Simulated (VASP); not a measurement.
## PbS (space group Cmcm): computed properties

Method: r2SCAN meta-GGA, VASP's PBE PAW potentials (set 64) (plane waves; VASP).

For PbS, the space group is Cmcm (63). The cell comes out as a = 4.161 Å, b = 11.956 Å, c = 4.276 Å, α = β = γ = 90.00° and the volume per atom comes out as 26.59 Å³/atom. The band gap (over mesh and band path) comes out as 1.39 eV, the smallest direct gap (over mesh and band path) comes out as 1.54 eV and the band-edge character comes out as indirect, T-Y at 0.25 to Y. The density is 7.47 g/cm³.

Space group Cmcm (No. 63); a = 4.1609 Å, b = 11.9563 Å, c = 4.2760 Å, α = β = γ = 90.00°

```json
[
 {"atom": "Pb", "site": "4c", "symmetry": "m2m", "x": "0.0000", "y": "0.1304", "z": "0.7500"},
 {"atom": "S", "site": "4c", "symmetry": "m2m", "x": "0.0000", "y": "0.6451", "z": "0.2500"}
]
```
(The calculation used a cell of 4 atoms; values per cell refer to that cell.)

The path is coarsely sampled, so an indirect gap can come out somewhat too large. Unless said otherwise, spin-orbit coupling is left out, though it shifts the bands of the heavy elements here.

The structure comes from a computed database's PbS entry (Cmcm); how it stands against other phases isn't given here. It was relaxed first. Symmetry was kept, so distortions that lower it aren't found.
